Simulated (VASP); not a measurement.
Method: TPSS meta-GGA, VASP's PBE PAW potentials (set 64) (plane waves; VASP 6.6.1).

VASP ran on this input.

### POSCAR
```
BN
1
   -0.0000000000     1.8125345291     1.8125345291
    1.8125345291    -0.0000000000     1.8125345291
    1.8125345291     1.8125345291     0.0000000000
B N
1 1
Direct
  0.0000000000   0.0000000000   0.0000000000
  0.2500000000   0.2500000000   0.2500000000
```

INCAR:
```
ISMEAR=-5
EDIFF=1E-7   # SCF stop (eV)
LORBIT=11   # lm-projected
ALGO=Normal   # blocked Davidson
METAGGA=TPSS
ISIF=2
LREAL=.FALSE.
NEDOS=601
NELM=100
LCHARG=.FALSE.
SYSTEM=BN
LASPH=.TRUE.
LMIXTAU=.TRUE.
ENCUT=520   # plane-wave cut-off (eV)
LWAVE=.FALSE.
PREC=Accurate
```

**KPOINTS**
```
Automatic mesh
0
Gamma
14 14 14
0 0 0
```

KPOINTS_OPT:
```
k-points along high-symmetry lines
10
Line-mode
Reciprocal
  0.000000   0.000000   0.000000 ! GAMMA
 -0.500000  -0.500000   0.000000 ! X

 -0.500000  -0.500000   0.000000 ! X
 -0.375000  -0.375000   0.250000 ! U

 -0.375000  -0.000000   0.375000 ! K
  0.000000   0.000000   0.000000 ! GAMMA

  0.000000   0.000000   0.000000 ! GAMMA
 -0.000000  -0.000000   0.500000 ! L

 -0.000000  -0.000000   0.500000 ! L
 -0.500000  -0.250000   0.250000 ! W

 -0.500000  -0.250000   0.250000 ! W
 -0.500000  -0.500000   0.000000 ! X
```

POTCAR, in this order: B N (PBE.64 set). Program: vasp_std.

Output of the run:

File OUTCAR:
```
 ion  position               nearest neighbor table
   1  0.000  0.000  0.000-   2 1.57   2 1.57   2 1.57   2 1.57
   2  0.250  0.250  0.250-   1 1.57   1 1.57   1 1.57   1 1.57
  LATTYP: Found a face centered cubic cell.
 ALAT       =     3.6250690582
 Subroutine PRICEL returns:
 Original cell was already a primitive cell.
 Subroutine GETGRP returns: Found 24 space group operations
The static configuration has the point symmetry T_d .
The dynamic configuration has the point symmetry T_d .
 Subroutine INISYM returns: Found 24 space group operations
 Subroutine IBZKPT returns following result:
 Found    104 irreducible k-points:

 Following reciprocal coordinates:
            Coordinates               Weight
  0.000000  0.000000  0.000000      1.000000
  0.071429  0.000000  0.000000      8.000000
  0.142857  0.000000  0.000000      8.000000
  0.214286  0.000000  0.000000      8.000000
  0.285714  0.000000  0.000000      8.000000
  0.357143  0.000000  0.000000      8.000000
  0.428571  0.000000  0.000000      8.000000
  0.500000  0.000000  0.000000      4.000000
  0.071429  0.071429  0.000000      6.000000
  0.142857  0.071429  0.000000     24.000000
  0.214286  0.071429  0.000000     24.000000
  0.285714  0.071429  0.000000     24.000000
  0.357143  0.071429  0.000000     24.000000
  0.428571  0.071429  0.000000     24.000000
  0.500000  0.071429  0.000000     24.000000
 -0.428571  0.071429  0.000000     24.000000
 -0.357143  0.071429  0.000000     24.000000
 -0.285714  0.071429  0.000000     24.000000
 -0.214286  0.071429  0.000000     24.000000
 -0.142857  0.071429  0.000000     24.000000
 -0.071429  0.071429  0.000000     12.000000
  0.142857  0.142857  0.000000      6.000000
  0.214286  0.142857  0.000000     24.000000
  0.285714  0.142857  0.000000     24.000000
...
```

**OSZICAR**
```
       N       E                     dE             d eps       ncg     rms          rms(c)
DAV:   1     0.918867437796E+01    0.91887E+01   -0.54714E+03  1768   0.103E+03
DAV:   2    -0.165897568615E+02   -0.25778E+02   -0.25531E+02  2288   0.167E+02
DAV:   3    -0.167225947061E+02   -0.13284E+00   -0.13284E+00  1920   0.153E+01
DAV:   4    -0.167226654753E+02   -0.70769E-04   -0.70769E-04  2376   0.289E-01
DAV:   5    -0.167226654917E+02   -0.16406E-07   -0.16406E-07  1888   0.256E-03    0.748E+00
DAV:   6    -0.203836483237E+02   -0.36610E+01   -0.77867E+00  1824   0.314E+01    0.451E+00
DAV:   7    -0.204362130382E+02   -0.52565E-01   -0.39288E-02  1904   0.278E+00    0.406E+00
DAV:   8    -0.204550542606E+02   -0.18841E-01   -0.27143E+00  2096   0.124E+01    0.160E+00
DAV:   9    -0.205408295946E+02   -0.85775E-01   -0.67270E-01  1704   0.109E+01    0.585E-01
DAV:  10    -0.204575430091E+02    0.83287E-01   -0.86158E-01  1688   0.108E+01    0.520E-01
DAV:  11    -0.204839683008E+02   -0.26425E-01   -0.14992E-02  2344   0.157E+00    0.193E-01
DAV:  12    -0.204841676262E+02   -0.19933E-03   -0.69564E-05  1760   0.118E-01    0.189E-01
DAV:  13    -0.204838168968E+02    0.35073E-03   -0.11299E-03  1744   0.339E-01    0.531E-02
DAV:  14    -0.204850473494E+02   -0.12305E-02   -0.30799E-04  1768   0.200E-01    0.215E-02
DAV:  15    -0.204850359405E+02    0.11409E-04   -0.58125E-05  1944   0.725E-02    0.277E-02
DAV:  16    -0.204850802078E+02   -0.44267E-04   -0.94437E-05  1952   0.844E-02    0.397E-03
DAV:  17    -0.204850797043E+02    0.50353E-06   -0.56369E-06  1680   0.263E-02    0.294E-03
DAV:  18    -0.204850811666E+02   -0.14623E-05   -0.10441E-06  1688   0.936E-03    0.195E-03
DAV:  19    -0.204850815130E+02   -0.34640E-06   -0.40548E-08   936   0.238E-03    0.391E-04
DAV:  20    -0.204850820176E+02   -0.50462E-06   -0.10403E-08   832   0.151E-03    0.279E-04
DAV:  21    -0.204850819637E+02    0.53933E-07   -0.27395E-09   832   0.483E-04
   1 F= -.20485082E+02 E0= -.20485082E+02  d E =0.000000E+00
       N       E                     dE             ncg
```

### OUTCAR
```
------------------------ aborting loop because EDIFF is reached ----------------------------------------
  FORCE on cell =-STRESS in cart. coord.  units (eV):
  Direction    XX          YY          ZZ          XY          YZ          ZX
  --------------------------------------------------------------------------------------
  Total        0.0016150      0.0016150      0.0016150     -0.0000000     -0.0000000      0.0000000
  in kB        0.2172668      0.2172668      0.2172668     -0.0000000     -0.0000000      0.0000000
  external PRESSURE =       0.2172668 kB  Pullay stress =       0.0000000 kB
  volume of cell :       11.91
      direct lattice vectors                 reciprocal lattice vectors
     0.000000000  1.812534529  1.812534529    -0.275856814  0.275856814  0.275856814
     1.812534529  0.000000000  1.812534529     0.275856814 -0.275856814  0.275856814
     1.812534529  1.812534529  0.000000000     0.275856814  0.275856814 -0.275856814
  FREE ENERGIE OF THE ION-ELECTRON SYSTEM (eV)
  ---------------------------------------------------
  free  energy   TOTEN  =       -20.4850819637 eV

  energy  without entropy=      -20.4850819637  energy(sigma->0) =      -20.48508196

 total charge

# of ion       s       p       d       tot
------------------------------------------
    1        0.677   1.332   0.000   2.009
    2        1.227   2.780   0.000   4.008
--------------------------------------------------
tot          1.904   4.113   0.000   6.017
```
(Selected blocks of OUTCAR.)

OUTCAR:
```
 val. band max:        7.3043963369   @ k =   0.0000   0.0000   0.0000

 cond. band min:      11.7533469077   @ k =   0.5000   0.5000   0.0000


 Fermi energy:         7.3302449727

 k-point     1 :       0.0000    0.0000    0.0000
  band No.  band energies     occupation
      1     -13.3136      2.00000
      2       7.3044      2.00000
      3       7.3044      2.00000
      4       7.3044      2.00000
      5      16.5156      0.00000
      6      16.5156      0.00000
      7      16.5156      0.00000
      8      17.5804      0.00000

 k-point     2 :       0.0714    0.0000    0.0000
  band No.  band energies     occupation
      1     -13.1883      2.00000
      2       6.6129      2.00000
      3       7.1722      2.00000
      4       7.1722      2.00000
      5      16.5957      0.00000
      6      16.7189      0.00000
      7      16.7189      0.00000
      8      18.0852      0.00000

 k-point     3 :       0.1429    0.0000    0.0000
  band No.  band energies     occupation
      1     -12.8161      2.00000
      2       4.9314      2.00000
      3       6.8326      2.00000
      4       6.8326      2.00000
      5      16.7636      0.00000
      6      17.2255      0.00000
      7      17.2255      0.00000
      8      19.2545      0.00000

 k-point     4 :       0.2143    0.0000    0.0000
  band No.  band energies     occupation
      1     -12.2092      2.00000
      2       2.8427      2.00000
      3       6.4039      2.00000
      4       6.4039      2.00000
      5      16.9768      0.00000
      6      17.7924      0.00000
      7      17.7924      0.00000
      8      20.5013      0.00000

 k-point     5 :       0.2857    0.0000    0.0000
  band No.  band energies     occupation
      1     -11.3965      2.00000
      2       0.6986      2.00000
      3       5.9909      2.00000
      4       5.9909      2.00000
      5      17.2003      0.00000
      6      18.1919      0.00000
      7      18.1919      0.00000
...
```

The compound is BN in the zinc blende structure. It was relaxed first.
